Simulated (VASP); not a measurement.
Data:

```xyz
1
Lattice="-1.4199 1.4199 1.4199 1.4199 -1.4199 1.4199 1.4199 1.4199 -1.4199" Properties=species:S:1:pos:R:3 pbc="T T T"
Fe     0.0000     0.0000     0.0000
```
Starting moments (μB, in the order of the record's atoms Fe): 2.7.

These are r2SCAN meta-GGA, VASP's PBE PAW potentials (set 64) (plane waves; VASP 6.6.1) values and carry that method's errors. Run with 500 eV cut-off, 18×18×18 Γ-centred mesh, first-order Methfessel-Paxton smearing of 0.10 eV, potentials Fe.

### Question
What does the run give for the cell moment, energy per atom (σ→0), pressure, band gap (on the k-mesh) with the smallest direct gap where there is one?

### Answer

```
Item                                                         Value
------------------------  ----------------------------------------
band gap (on the k-mesh)  none (metal, semimetal or under 0.01 eV)
cell moment                                                2.62 μB
energy per atom (σ→0)                              -14.356 eV/atom
pressure                                                  4.98 GPa
```

### Question
Give the moment on each site (PAW-sphere projection).

### Answer

| site | moment (μB) |
|---|---|
| Fe1 | 2.68 |

Only differences to runs with the same potentials and settings are physical.

The compound is Fe in the bcc structure. It was relaxed first under an external pressure of 5 GPa.
